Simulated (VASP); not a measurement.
These are eigenvalue-self-consistent GW0 on PBE orbitals, VASP's PBE PAW potentials (set 64) (plane waves; VASP 6.6.1) values and carry that method's errors.

Input for VASP

**INCAR**
```
# general
SYSTEM     =MgO
PREC       =Normal
ENCUT      =500
LREAL      =.False.   # projection in real space or not
LASPH      =.True.
NBANDS     =160

# electronic loop
ALGO       =EVGW0

# smearing
ISMEAR     =0
SIGMA      =0.01   # width (eV)

# functional
GGA        =PE   # PBE

# output
LWAVE      =.False.
LCHARG     =.False.

# other
NELMGW     =4
NOMEGA     =64
ENCUTGW    =200
NBANDSGW   =16
LSPECTRALGW=.True.
```

**POSCAR**
```
MgO
1
    0.0000000000     2.1050000000     2.1050000000
    2.1050000000     0.0000000000     2.1050000000
    2.1050000000     2.1050000000     0.0000000000
Mg O
1 1
Direct
  0.0000000000   0.0000000000   0.0000000000
  0.5000000000   0.5000000000   0.5000000000
```

**KPOINTS**
```
kpoints
0
G
4 4 4
0 0 0
```

POTCAR, in this order: Mg_sv_GW O_GW_new (PBE.64 set). Program: vasp_std. Read from the step before: WAVECAR, WAVEDER.

The resulting files:

File OUTCAR:
```
 ion  position               nearest neighbor table
   1  0.000  0.000  0.000-   2 2.10   2 2.10   2 2.10   2 2.10   2 2.10   2 2.10
   2  0.500  0.500  0.500-   1 2.10   1 2.10   1 2.10   1 2.10   1 2.10   1 2.10
  LATTYP: Found a face centered cubic cell.
 ALAT       =     4.2100000000
 Subroutine PRICEL returns:
 Original cell was already a primitive cell.
 Subroutine GETGRP returns: Found 48 space group operations
The static configuration has the point symmetry O_h .
The dynamic configuration has the point symmetry O_h .
 Subroutine INISYM returns: Found 48 space group operations
 Subroutine IBZKPT returns following result:
 Found      8 irreducible k-points:

 Following reciprocal coordinates:
            Coordinates               Weight
  0.000000  0.000000  0.000000      1.000000
  0.250000  0.000000  0.000000      8.000000
  0.500000  0.000000  0.000000      4.000000
  0.250000  0.250000  0.000000      6.000000
  0.500000  0.250000  0.000000     24.000000
 -0.250000  0.250000  0.000000     12.000000
  0.500000  0.500000  0.000000      3.000000
 -0.250000  0.500000  0.250000      6.000000
 Subroutine IBZKPT_HF returns following result:
...
```

File OSZICAR:
```
energies w=
    0.000    0.000    1.810    0.000    3.617    0.000    5.416    0.000
    7.205    0.000    8.979    0.000   10.736    0.000   12.475    0.000
   14.193    0.000   15.890    0.000   17.565    0.000   19.217    0.000
   20.847    0.000   22.456    0.000   24.045    0.000   25.615    0.000
   27.168    0.000   28.707    0.000   30.232    0.000   31.748    0.000
   33.255    0.000   34.758    0.000   36.259    0.000   37.760    0.000
   39.266    0.000   40.779    0.000   42.304    0.000   43.843    0.000
   45.402    0.000   46.984    0.000   48.594    0.000   50.236    0.000
   51.918    0.000   53.644    0.000   55.420    0.000   57.255    0.000
   59.156    0.000   61.132    0.000   63.194    0.000   65.352    0.000
   67.619    0.000   70.011    0.000   72.545    0.000   75.239    0.000
   78.118    0.000   81.208    0.000   84.541    0.000   88.155    0.000
   92.096    0.000   96.418    0.000  101.191    0.000  106.495    0.000
  112.436    0.000  119.146    0.000  126.792    0.000  135.597    0.000
  145.850    0.000  157.951    0.000  172.450    0.000  190.141    0.000
  212.200    0.000  240.456    0.000  277.910    0.000  329.860    0.000
NQ=   1    0.0000    0.0000    0.0000,
 performed        196000 updates of chi_q(r,r)
NQ=   2    0.2500    0.0000    0.0000,
 performed        576000 updates of chi_q(r,r)
NQ=   3    0.5000    0.0000    0.0000,
 performed        864000 updates of chi_q(r,r)
NQ=   4    0.2500    0.2500    0.0000,
 performed       1209000 updates of chi_q(r,r)
NQ=   5    0.5000    0.2500    0.0000,
 performed       1671000 updates of chi_q(r,r)
NQ=   6   -0.2500    0.2500    0.0000,
 performed       2082000 updates of chi_q(r,r)
NQ=   7    0.5000    0.5000    0.0000,
 performed       2350000 updates of chi_q(r,r)
NQ=   8   -0.2500    0.5000    0.2500,
 performed       2700000 updates of chi_q(r,r)
 resolving degeneracies of screened two electron integrals
NQ=   1    0.0000    0.0000    0.0000,
 performed        196000 updates of chi_q(r,r)
NQ=   2    0.2500    0.0000    0.0000,
 performed        576000 updates of chi_q(r,r)
NQ=   3    0.5000    0.0000    0.0000,
 performed        864000 updates of chi_q(r,r)
NQ=   4    0.2500    0.2500    0.0000,
 performed       1209000 updates of chi_q(r,r)
NQ=   5    0.5000    0.2500    0.0000,
 performed       1671000 updates of chi_q(r,r)
NQ=   6   -0.2500    0.2500    0.0000,
 performed       2082000 updates of chi_q(r,r)
NQ=   7    0.5000    0.5000    0.0000,
 performed       2350000 updates of chi_q(r,r)
NQ=   8   -0.2500    0.5000    0.2500,
 performed       2700000 updates of chi_q(r,r)
 resolving degeneracies of screened two electron integrals
NQ=   1    0.0000    0.0000    0.0000,
 performed        196000 updates of chi_q(r,r)
NQ=   2    0.2500    0.0000    0.0000,
 performed        576000 updates of chi_q(r,r)
NQ=   3    0.5000    0.0000    0.0000,
 performed        864000 updates of chi_q(r,r)
NQ=   4    0.2500    0.2500    0.0000,
 performed       1209000 updates of chi_q(r,r)
NQ=   5    0.5000    0.2500    0.0000,
 performed       1671000 updates of chi_q(r,r)
NQ=   6   -0.2500    0.2500    0.0000,
 performed       2082000 updates of chi_q(r,r)
NQ=   7    0.5000    0.5000    0.0000,
 performed       2350000 updates of chi_q(r,r)
NQ=   8   -0.2500    0.5000    0.2500,
 performed       2700000 updates of chi_q(r,r)
 resolving degeneracies of screened two electron integrals
NQ=   1    0.0000    0.0000    0.0000,
 performed        196000 updates of chi_q(r,r)
NQ=   2    0.2500    0.0000    0.0000,
 performed        576000 updates of chi_q(r,r)
NQ=   3    0.5000    0.0000    0.0000,
 performed        864000 updates of chi_q(r,r)
NQ=   4    0.2500    0.2500    0.0000,
 performed       1209000 updates of chi_q(r,r)
NQ=   5    0.5000    0.2500    0.0000,
 performed       1671000 updates of chi_q(r,r)
NQ=   6   -0.2500    0.2500    0.0000,
 performed       2082000 updates of chi_q(r,r)
NQ=   7    0.5000    0.5000    0.0000,
 performed       2350000 updates of chi_q(r,r)
NQ=   8   -0.2500    0.5000    0.2500,
 performed       2700000 updates of chi_q(r,r)
 resolving degeneracies of screened two electron integrals
```

### OUTCAR
```


 k-point   1 :       0.0000    0.0000    0.0000
  band No. old QP-enery  QP-energies   sigma(KS)   T+V_ion+V_H  V^pw_x(r,r')   Z            occupation Imag(sigma)

      1     -81.5011     -81.5774     -47.4147     -34.1842     -56.4607       0.7799       2.0000       0.6193
      2     -42.9657     -43.0109     -41.5375      -1.4837     -48.6730       0.8143       2.0000       0.3140
      3     -42.9657     -43.0109     -41.5375      -1.4837     -48.6730       0.8143       2.0000       0.3140
      4     -42.9657     -43.0109     -41.5375      -1.4837     -48.6730       0.8143       2.0000       0.3140
      5     -16.1129     -16.1432     -21.6856       5.5322     -30.1792       0.7470       2.0000       1.6229
      6       2.4704       2.4587     -21.8415      24.2970     -25.4926       0.7885       2.0000       0.2553
      7       2.4704       2.4587     -21.8415      24.2970     -25.4926       0.7885       2.0000       0.2553
      8       2.4704       2.4587     -21.8415      24.2970     -25.4926       0.7885       2.0000       0.2553
      9      10.2885      10.2882     -12.3135      22.6016      -8.5269       0.8407       0.0000      -0.1694
     10      21.4050      21.4078      -8.4226      29.8310      -3.6602       0.8357       0.0000      -0.2706
     11      21.4050      21.4078      -8.4226      29.8310      -3.6602       0.8357       0.0000      -0.2706
     12      21.4050      21.4078      -8.4226      29.8310      -3.6602       0.8357       0.0000      -0.2706
     13      24.7805      24.7839      -7.2481      32.0328      -1.7171       0.8136       0.0000      -0.6549
     14      27.4177      27.4206      -9.3446      36.7658      -4.2053       0.8313       0.0000      -0.3585
     15      27.4177      27.4206      -9.3446      36.7658      -4.2053       0.8313       0.0000      -0.3585
     16      30.6170      30.6207     -11.1231      41.7446      -5.0514       0.8105       0.0000      -0.7053

 k-point   2 :       0.2500    0.0000    0.0000
  band No. old QP-enery  QP-energies   sigma(KS)   T+V_ion+V_H  V^pw_x(r,r')   Z            occupation Imag(sigma)

      1     -81.4965     -81.5757     -47.4235     -34.1742     -56.4715       0.7823       2.0000       0.6190
      2     -43.0100     -43.0566     -41.4460      -1.6218     -48.5794       0.8058       2.0000       0.3309
      3     -42.9672     -43.0124     -41.5270      -1.4958     -48.6626       0.8137       2.0000       0.3134
      4     -42.9672     -43.0124     -41.5270      -1.4958     -48.6626       0.8137       2.0000       0.3134
      5     -15.4753     -15.5056     -22.2301       6.7140     -30.6560       0.7416       2.0000       1.5505
      6      -0.5088      -0.5220     -19.2553      18.7296     -23.0210       0.7807       2.0000       0.3230
      7       2.0628       2.0509     -21.4857      23.5333     -25.1843       0.7867       2.0000       0.2631
      8       2.0628       2.0509     -21.4857      23.5333     -25.1843       0.7867       2.0000       0.2631
      9      12.8006      12.8009     -12.8618      25.6628      -8.8936       0.8292       0.0000      -0.1891
     10      18.3030      18.3055     -10.3786      28.6847      -5.6638       0.8215       0.0000      -0.2654
     11      22.4317      22.4349      -9.2747      31.7102      -4.3765       0.8296       0.0000      -0.3002
     12      22.4317      22.4349      -9.2747      31.7102      -4.3765       0.8296       0.0000      -0.3002
     13      26.0717      26.0752      -9.6527      35.7286      -4.3709       0.8225       0.0000      -0.4144
     14      26.0717      26.0752      -9.6527      35.7286      -4.3709       0.8225       0.0000      -0.4144
     15      27.8826      27.8860      -9.9184      37.8051      -4.0956       0.8241       0.0000      -0.7020
     16      33.4744      33.4757      -8.0597      41.5356      -2.2584       0.8659       0.0000      -1.1779

 k-point   3 :       0.5000    0.0000    0.0000
  band No. old QP-enery  QP-energies   sigma(KS)   T+V_ion+V_H  V^pw_x(r,r')   Z            occupation Imag(sigma)

      1     -81.4946     -81.5698     -47.4281     -34.1625     -56.4785       0.7833       2.0000       0.6189
      2     -43.0523     -43.1000     -41.3543      -1.7575     -48.4852       0.8015       2.0000       0.3466
      3     -42.9683     -43.0137     -41.5157      -1.5085     -48.6513       0.8112       2.0000       0.3128
      4     -42.9683     -43.0137     -41.5157      -1.5085     -48.6513       0.8112       2.0000       0.3128
      5     -14.7137     -14.7434     -22.9943       8.2407     -31.3634       0.7443       2.0000       1.4575
      6      -2.7401      -2.7548     -17.9294      15.1701     -22.0725       0.7684       2.0000       0.4335
      7       1.6922       1.6798     -21.1942      22.8705     -24.9491       0.7819       2.0000       0.2721
      8       1.6922       1.6798     -21.1942      22.8705     -24.9491       0.7819       2.0000       0.2721
      9      13.4522      13.4534     -10.3176      23.7712      -6.2022       0.8433       0.0000      -0.1932
     10      18.8953      18.8978     -14.6173      33.5157      -9.4572       0.7910       0.0000      -0.3344
     11      22.2525      22.2557      -9.9831      32.2394      -5.1617       0.8307       0.0000      -0.2811
     12      22.2525      22.2557      -9.9831      32.2394      -5.1617       0.8307       0.0000      -0.2811
     13      26.6110      26.6146      -9.2457      35.8611      -3.5635       0.8238       0.0000      -0.5934
     14      28.3618      28.3657      -9.9695      38.3360      -3.9155       0.8136       0.0000      -0.7254
     15      28.3618      28.3657      -9.9695      38.3360      -3.9155       0.8136       0.0000      -0.7254
     16      34.7067      34.7076      -9.7092      44.4169      -3.8841       0.8591       0.0000      -1.1876

 k-point   4 :       0.2500    0.2500    0.0000
  band No. old QP-enery  QP-energies   sigma(KS)   T+V_ion+V_H  V^pw_x(r,r')   Z            occupation Imag(sigma)

      1     -81.4950     -81.5738     -47.4252     -34.1703     -56.4735       0.7837       2.0000       0.6188
      2     -43.0016     -43.0480     -41.4518      -1.6073     -48.5856       0.8061       2.0000       0.3254
      3     -42.9793     -43.0252     -41.5099      -1.5261     -48.6441       0.8086       2.0000       0.3149
      4     -42.9793     -43.0252     -41.5099      -1.5261     -48.6441       0.8086       2.0000       0.3149
      5     -15.3040     -15.3339     -22.3441       6.9999     -30.7554       0.7437       2.0000       1.5345
      6      -0.4740      -0.4872     -19.2763      18.7854     -23.0521       0.7808       2.0000       0.3217
      7       1.6053       1.5929     -21.1720      22.7614     -24.9140       0.7834       2.0000       0.2724
      8       1.6053       1.5929     -21.1720      22.7614     -24.9140       0.7834       2.0000       0.2724
      9      13.9290      13.9295     -13.7883      27.7180      -9.6788       0.8201       0.0000      -0.2037
     10      16.5395      16.5418      -7.9964      24.5386      -3.5882       0.8426       0.0000      -0.2157
     11      21.4691      21.4722     -10.5049      31.9778      -5.5666       0.8260       0.0000      -0.2949
     12      23.4432      23.4468     -10.6363      34.0839      -5.3130       0.8114       0.0000      -0.3955
     13      23.4432      23.4468     -10.6363      34.0839      -5.3130       0.8114       0.0000      -0.3955
     14      29.3373      29.3401      -9.4666      38.8073      -4.1649       0.8301       0.0000      -0.4366
     15      33.3946      33.3975      -9.7452      43.1433      -3.7419       0.8271       0.0000      -0.8642
     16      33.3946      33.3975      -9.7452      43.1433      -3.7419       0.8271       0.0000      -0.8642

 k-point   5 :       0.5000    0.2500    0.0000
  band No. old QP-enery  QP-energies   sigma(KS)   T+V_ion+V_H  V^pw_x(r,r')   Z            occupation Imag(sigma)

      1     -81.4916     -81.5683     -47.4301     -34.1585     -56.4800       0.7910       2.0000       0.6185
      2     -43.0333     -43.0806     -41.3953      -1.6969     -48.5261       0.8034       2.0000       0.3312
      3     -42.9943     -43.0402     -41.4749      -1.5762     -48.6083       0.8073       2.0000       0.3165
      4     -42.9793     -43.0252     -41.4969      -1.5390     -48.6311       0.8110       2.0000       0.3142
      5     -14.5986     -14.6271     -22.9989       8.3623     -31.3607       0.7499       2.0000       1.4549
      6      -1.8491      -1.8631     -18.5274      16.6602     -22.5639       0.7747       2.0000       0.3839
      7       0.2693       0.2567     -19.8973      20.1505     -23.7005       0.7842       2.0000       0.3044
      8       1.2744       1.2618     -20.9479      22.2061     -24.7472       0.7820       2.0000       0.2818
      9      15.3859      15.3875     -10.9461      26.3339      -6.6250       0.8310       0.0000      -0.2142
     10      17.5628      17.5650     -12.7139      30.2794      -7.9981       0.8081       0.0000      -0.2649
     11      19.2223      19.2250     -11.0582      30.2838      -6.2685       0.8256       0.0000      -0.2625
     12      23.7809      23.7847     -11.1991      34.9847      -5.8643       0.8099       0.0000      -0.3959
     13      24.7803      24.7841     -10.6666      35.4515      -5.0302       0.8096       0.0000      -0.5147
     14      30.3343      30.3377      -9.5658      39.9042      -3.6415       0.8231       0.0000      -0.7638
     15      32.7697      32.7723      -9.4438      42.2167      -3.5707       0.8397       0.0000      -0.8773
     16      34.3317      34.3333     -10.9064      45.2401      -4.6539       0.8387       0.0000      -1.0587

 k-point   6 :      -0.2500    0.2500    0.0000
  band No. old QP-enery  QP-energies   sigma(KS)   T+V_ion+V_H  V^pw_x(r,r')   Z            occupation Imag(sigma)

      1     -81.4917     -81.5702     -47.4291     -34.1625     -56.4785       0.7859       2.0000       0.6186
      2     -43.0261     -43.0733     -41.4090      -1.6757     -48.5418       0.8049       2.0000       0.3354
      3     -42.9976     -43.0439     -41.4727      -1.5824     -48.6050       0.8056       2.0000       0.3166
      4     -42.9676     -43.0132     -41.5149      -1.5089     -48.6505       0.8124       2.0000       0.3127
      5     -14.8000     -14.8298     -22.8369       7.9969     -31.2095       0.7438       2.0000       1.4746
...
```
(Selected blocks of OUTCAR.)

The mesh is coarse and the basis finite, so the quasiparticle values are not converged.

The compound is MgO in the rock salt structure. The cell was not relaxed at this level. The k-mesh is coarse (spacing up to 0.65 per Å, 2π included), so the numbers may not be converged in it.
